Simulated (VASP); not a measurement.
Level of theory: G0W0 on PBE orbitals, VASP's PBE PAW potentials (set 64) (plane waves; VASP).

A VASP calculation is set up with these files.

File KPOINTS:
```
Automatic mesh
0
Gamma
6 6 6
0 0 0
```

**POSCAR**
```
KCl
4.4477020
  0.0000000000   0.7071067261   0.7071067261
  0.7071067261   0.0000000000   0.7071067261
  0.7071067261   0.7071067261   0.0000000000
K Cl
1 1
Cart
  0.0000000000   0.0000000000   0.0000000000
  0.7071067261   0.7071067261   0.7071067261
```

INCAR:
```
ALGO = EVGW0
ENCUT = 500
ENCUTGW = 180
GGA = PE
ISMEAR = 0
LASPH = .TRUE.
LCHARG = .FALSE.
LREAL = .FALSE.
LSPECTRALGW = .TRUE.
LWAVE = .TRUE.
NBANDS = 128
NBANDSGW = 18
NELMGW = 1
NOMEGA = 64
PREC = Normal
SIGMA = 0.01
SYSTEM = KCl
```

POTCAR, in this order: K_sv_GW Cl_GW (PBE.64 set). Program: vasp_std. Read from the step before: W*.

The run wrote:

OSZICAR:
```
energies w=
    0.000    0.000    0.709    0.000    1.416    0.000    2.120    0.000
    2.820    0.000    3.514    0.000    4.200    0.000    4.879    0.000
    5.549    0.000    6.211    0.000    6.863    0.000    7.506    0.000
    8.141    0.000    8.767    0.000    9.385    0.000    9.995    0.000
   10.600    0.000   11.199    0.000   11.793    0.000   12.385    0.000
   12.973    0.000   13.561    0.000   14.149    0.000   14.739    0.000
   15.331    0.000   15.928    0.000   16.532    0.000   17.143    0.000
   17.764    0.000   18.397    0.000   19.043    0.000   19.706    0.000
   20.388    0.000   21.091    0.000   21.820    0.000   22.577    0.000
   23.366    0.000   24.192    0.000   25.061    0.000   25.977    0.000
   26.949    0.000   27.984    0.000   29.090    0.000   30.280    0.000
   31.567    0.000   32.964    0.000   34.493    0.000   36.176    0.000
   38.040    0.000   40.122    0.000   42.465    0.000   45.127    0.000
   48.180    0.000   51.724    0.000   55.888    0.000   60.855    0.000
   66.882    0.000   74.350    0.000   83.839    0.000   96.291    0.000
  113.327    0.000  138.012    0.000  176.907    0.000  247.063    0.000
NQ=   1    0.0000    0.0000    0.0000,
 performed        488000 updates of chi_q(r,r)
NQ=   2    0.1667    0.0000    0.0000,
 performed       1400000 updates of chi_q(r,r)
NQ=   3    0.3333    0.0000    0.0000,
 performed       2312000 updates of chi_q(r,r)
NQ=   4    0.5000    0.0000    0.0000,
 performed       2993000 updates of chi_q(r,r)
NQ=   5    0.1667    0.1667    0.0000,
 performed       3799000 updates of chi_q(r,r)
NQ=   6    0.3333    0.1667    0.0000,
 performed       5098000 updates of chi_q(r,r)
NQ=   7    0.5000    0.1667    0.0000,
 performed       6397000 updates of chi_q(r,r)
NQ=   8   -0.3333    0.1667    0.0000,
 performed       7696000 updates of chi_q(r,r)
NQ=   9   -0.1667    0.1667    0.0000,
 performed       8755000 updates of chi_q(r,r)
NQ=  10    0.3333    0.3333    0.0000,
 performed       9561000 updates of chi_q(r,r)
NQ=  11    0.5000    0.3333    0.0000,
 performed      10860000 updates of chi_q(r,r)
NQ=  12   -0.3333    0.3333    0.0000,
 performed      11919000 updates of chi_q(r,r)
NQ=  13    0.5000    0.5000    0.0000,
 performed      12545000 updates of chi_q(r,r)
NQ=  14    0.5000    0.3333    0.1667,
 performed      13853000 updates of chi_q(r,r)
NQ=  15   -0.3333    0.3333    0.1667,
 performed      15041000 updates of chi_q(r,r)
NQ=  16   -0.3333    0.5000    0.1667,
 performed      16100000 updates of chi_q(r,r)
 resolving degeneracies of screened two electron integrals
```

File OUTCAR:
```


 k-point   1 :       0.0000    0.0000    0.0000
  band No.  KS-energies  QP-energies   sigma(KS)   V_xc(KS)     V^pw_x(r,r')   Z            occupation Imag(sigma)

      1     -27.8208     -29.6393     -21.4243     -18.5123     -30.7366       0.6245       2.0000       0.5853
      2     -12.7541     -14.3333     -17.2922     -15.1912     -24.3589       0.7517       2.0000       1.3015
      3     -11.2815     -14.4078     -21.6862     -17.8349     -24.6864       0.8118       2.0000       0.0994
      4     -11.2815     -14.4078     -21.6862     -17.8349     -24.6864       0.8118       2.0000       0.0994
      5     -11.2815     -14.4078     -21.6862     -17.8349     -24.6864       0.8118       2.0000       0.0994
      6      -0.6333      -2.5712     -16.6323     -14.1930     -18.6156       0.7945       2.0000       0.0756
      7      -0.6333      -2.5712     -16.6323     -14.1930     -18.6156       0.7945       2.0000       0.0756
      8      -0.6333      -2.5712     -16.6323     -14.1930     -18.6156       0.7945       2.0000       0.0756
      9       4.5611       5.3010      -6.0162      -6.8722      -3.1924       0.8644       0.0000      -0.0557
     10       7.7326       9.4455      -6.8386      -8.8401      -3.9025       0.8558       0.0000      -0.0634
     11       7.7326       9.4455      -6.8386      -8.8401      -3.9025       0.8558       0.0000      -0.0634
     12       7.7326       9.4455      -6.8386      -8.8401      -3.9025       0.8558       0.0000      -0.0634
     13       8.5913      10.7955      -8.0926     -10.6815      -5.0755       0.8514       0.0000      -0.0621
     14       8.5913      10.7955      -8.0926     -10.6815      -5.0755       0.8514       0.0000      -0.0621
     15      12.3423      12.5575      -4.0239      -4.2869      -0.6813       0.8182       0.0000      -0.1775
     16      15.3689      18.5535      -9.9297     -13.8471      -6.0446       0.8129       0.0000      -0.1635
     17      15.3689      18.5535      -9.9297     -13.8471      -6.0446       0.8129       0.0000      -0.1635
     18      15.3689      18.5535      -9.9297     -13.8471      -6.0446       0.8129       0.0000      -0.1635

 k-point   2 :       0.1667    0.0000    0.0000
  band No.  KS-energies  QP-energies   sigma(KS)   V_xc(KS)     V^pw_x(r,r')   Z            occupation Imag(sigma)

      1     -27.8181     -29.6362     -21.4266     -18.5170     -30.7405       0.6249       2.0000       0.5825
      2     -12.8054     -14.4492     -17.4311     -15.2287     -24.3274       0.7464       2.0000       1.2492
      3     -11.2838     -14.4082     -21.6808     -17.8302     -24.6797       0.8114       2.0000       0.0984
      4     -11.2838     -14.4082     -21.6808     -17.8302     -24.6797       0.8114       2.0000       0.0984
      5     -11.2168     -14.2345     -21.5520     -17.8111     -24.7172       0.8067       2.0000       0.1398
      6      -0.9474      -2.9362     -16.0817     -13.5758     -18.0508       0.7937       2.0000       0.0779
      7      -0.7192      -2.6690     -16.5143     -14.0590     -18.5030       0.7941       2.0000       0.0765
      8      -0.7192      -2.6690     -16.5143     -14.0590     -18.5030       0.7941       2.0000       0.0765
      9       5.1952       5.9918      -6.4342      -7.3611      -3.5974       0.8594       0.0000      -0.0575
     10       7.5641       9.0831      -6.6194      -8.3936      -3.7021       0.8562       0.0000      -0.0644
     11       8.0745       9.8442      -6.9582      -9.0308      -3.9765       0.8539       0.0000      -0.0660
     12       8.0745       9.8442      -6.9582      -9.0308      -3.9765       0.8539       0.0000      -0.0660
     13       8.9582      11.1978      -8.2564     -10.8940      -5.1905       0.8491       0.0000      -0.0647
     14       8.9582      11.1978      -8.2564     -10.8940      -5.1905       0.8491       0.0000      -0.0647
     15      13.1861      14.3932      -5.8719      -7.3417      -2.3996       0.8213       0.0000      -0.1929
     16      14.2668      15.8953      -7.1578      -9.1348      -3.4840       0.8237       0.0000      -0.2025
     17      14.5349      17.1803      -9.0062     -12.2457      -5.2410       0.8166       0.0000      -0.1512
     18      14.5349      17.1803      -9.0062     -12.2457      -5.2410       0.8166       0.0000      -0.1512

 k-point   3 :       0.3333    0.0000    0.0000
  band No.  KS-energies  QP-energies   sigma(KS)   V_xc(KS)     V^pw_x(r,r')   Z            occupation Imag(sigma)

      1     -27.8128     -29.6307     -21.4313     -18.5265     -30.7484       0.6258       2.0000       0.5770
      2     -12.8976     -14.6650     -17.6351     -15.2764     -24.2723       0.7493       2.0000       1.1673
      3     -11.2885     -14.4123     -21.6701     -17.8210     -24.6665       0.8115       2.0000       0.0962
      4     -11.2885     -14.4123     -21.6701     -17.8210     -24.6665       0.8115       2.0000       0.0962
      5     -11.0974     -13.9509     -21.3594     -17.7928     -24.7726       0.8000       2.0000       0.1968
      6      -1.4647      -3.5564     -15.4192     -12.7854     -17.4247       0.7942       2.0000       0.0850
      7      -0.8820      -2.8551     -16.3078     -13.8202     -18.3107       0.7932       2.0000       0.0784
      8      -0.8820      -2.8551     -16.3078     -13.8202     -18.3107       0.7932       2.0000       0.0784
      9       6.4162       7.2728      -6.4351      -7.4376      -3.5446       0.8544       0.0000      -0.0625
     10       7.6333       9.0038      -6.9789      -8.5936      -4.0183       0.8488       0.0000      -0.0691
     11       9.0011      10.9556      -7.3251      -9.6289      -4.2150       0.8484       0.0000      -0.0736
     12       9.0011      10.9556      -7.3251      -9.6289      -4.2150       0.8484       0.0000      -0.0736
     13       9.8867      12.1765      -8.5345     -11.2549      -5.3352       0.8417       0.0000      -0.0736
     14       9.8867      12.1765      -8.5345     -11.2549      -5.3352       0.8417       0.0000      -0.0736
     15      12.1377      14.3320      -8.0058     -10.6605      -4.4731       0.8266       0.0000      -0.1111
     16      12.7024      15.1117      -8.5312     -11.4528      -4.9915       0.8247       0.0000      -0.1105
     17      12.7024      15.1117      -8.5312     -11.4528      -4.9915       0.8247       0.0000      -0.1105
     18      14.8055      17.0814      -8.9860     -11.7951      -5.1342       0.8102       0.0000      -0.1624

 k-point   4 :       0.5000    0.0000    0.0000
  band No.  KS-energies  QP-energies   sigma(KS)   V_xc(KS)     V^pw_x(r,r')   Z            occupation Imag(sigma)

      1     -27.8101     -29.6272     -21.4338     -18.5312     -30.7523       0.6260       2.0000       0.5743
      2     -12.9396     -14.7648     -17.7132     -15.2914     -24.2476       0.7536       2.0000       1.1342
      3     -11.2908     -14.4137     -21.6649     -17.8164     -24.6599       0.8115       2.0000       0.0952
      4     -11.2908     -14.4137     -21.6649     -17.8164     -24.6599       0.8115       2.0000       0.0952
      5     -11.0414     -13.8234     -21.2884     -17.7934     -24.7981       0.7960       2.0000       0.2174
      6      -1.6878      -3.8188     -15.1923     -12.4994     -17.2275       0.7913       2.0000       0.0890
      7      -0.9593      -2.9392     -16.2167     -13.7129     -18.2278       0.7908       2.0000       0.0794
      8      -0.9593      -2.9392     -16.2167     -13.7129     -18.2278       0.7908       2.0000       0.0794
      9       6.9436       7.7620      -5.9368      -6.8901      -3.0808       0.8585       0.0000      -0.0632
     10       7.9753       9.3827      -7.6043      -9.2826      -4.5390       0.8386       0.0000      -0.0764
     11       9.8718      12.2889      -8.2288     -11.1158      -4.9324       0.8372       0.0000      -0.0845
     12       9.8718      12.2889      -8.2288     -11.1158      -4.9324       0.8372       0.0000      -0.0845
     13      10.6927      12.0142      -6.8332      -8.4003      -3.6748       0.8433       0.0000      -0.0801
     14      10.6927      12.0142      -6.8332      -8.4003      -3.6748       0.8433       0.0000      -0.0801
     15      11.3247      14.4577      -9.8075     -13.5904      -6.3211       0.8282       0.0000      -0.0913
     16      11.3247      14.4577      -9.8075     -13.5904      -6.3211       0.8282       0.0000      -0.0913
     17      11.5070      13.5979      -8.0710     -10.6000      -4.4938       0.8268       0.0000      -0.1076
     18      14.0513      15.9047      -8.2378     -10.5018      -4.5671       0.8187       0.0000      -0.1374

 k-point   5 :       0.1667    0.1667    0.0000
  band No.  KS-energies  QP-energies   sigma(KS)   V_xc(KS)     V^pw_x(r,r')   Z            occupation Imag(sigma)

      1     -27.8173     -29.6356     -21.4275     -18.5185     -30.7418       0.6251       2.0000       0.5821
      2     -12.8001     -14.4546     -17.4379     -15.2365     -24.3317       0.7516       2.0000       1.2481
      3     -11.2953     -14.4184     -21.6597     -17.8057     -24.6615       0.8104       2.0000       0.1011
      4     -11.2953     -14.4184     -21.6597     -17.8057     -24.6615       0.8104       2.0000       0.1011
      5     -11.2085     -14.2225     -21.5637     -17.8279     -24.7271       0.8068       2.0000       0.1366
      6      -1.0437      -3.0414     -15.9684     -13.4459     -17.9510       0.7919       2.0000       0.0796
      7      -0.7032      -2.6571     -16.5498     -14.0910     -18.5378       0.7947       2.0000       0.0762
      8      -0.7032      -2.6571     -16.5498     -14.0910     -18.5378       0.7947       2.0000       0.0762
      9       5.3307       6.1596      -6.4633      -7.4290      -3.6103       0.8584       0.0000      -0.0580
     10       7.0841       8.5314      -6.3491      -8.0355      -3.4864       0.8582       0.0000      -0.0614
     11       8.4281      10.2577      -7.1414      -9.2902      -4.1133       0.8515       0.0000      -0.0687
     12       8.4281      10.2577      -7.1414      -9.2902      -4.1133       0.8515       0.0000      -0.0687
     13       8.7986      11.0690      -8.2066     -10.8755      -5.1608       0.8507       0.0000      -0.0632
     14       9.2935      11.4627      -8.3230     -10.8920      -5.2097       0.8443       0.0000      -0.0687
     15      13.5247      14.4988      -5.4375      -6.6192      -1.9580       0.8243       0.0000      -0.2288
     16      13.9212      16.0841      -8.5126     -11.1687      -4.7346       0.8143       0.0000      -0.1395
     17      14.0486      16.5676      -8.7131     -11.7863      -5.0413       0.8197       0.0000      -0.1406
...
```
(Selected blocks of OUTCAR.)

The mesh is coarse and the basis finite, so the quasiparticle values are not converged.

The compound is KCl in the rock salt structure. The cell was not relaxed at this level.
